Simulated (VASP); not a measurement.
**TiC (relaxed from the wurtzite structure, space group P6_3mc): computed properties**

The numbers are results of r2SCAN meta-GGA, VASP's PBE PAW potentials (set 64) (plane waves; VASP), not measurements.

```yaml
space_group: P6_3mc (186)
cell: a = 3.608 Å, b = 3.608 Å, c = 4.291 Å, α = 90.00°, β = 90.00°, γ = 120.00°
volume_per_atom: 12.09 Å³/atom
band gap (over mesh and band path): none (metal, semimetal or under 0.01 eV)
density: 4.11 g/cm³
```

```yaml
crystal:
  lattice:
    - [3.60790, 0.00000, 0.00000]
    - [-1.80395, 3.12453, 0.00000]
    - [0.00000, 0.00000, 4.29091]
  atoms:
    - { symbol: Ti, position: [0.33333, 0.66667, 0.94026] }
    - { symbol: Ti, position: [0.66667, 0.33333, 0.44026] }
    - { symbol: C, position: [0.33333, 0.66667, 0.43474] }
    - { symbol: C, position: [0.66667, 0.33333, 0.93474] }
```

The structure was generated: TiC was put into the wurtzite type (P6_3mc), which need not be its known phase. It was relaxed first, which changed the volume by -40 %. Symmetry was kept, so distortions that lower it aren't found.
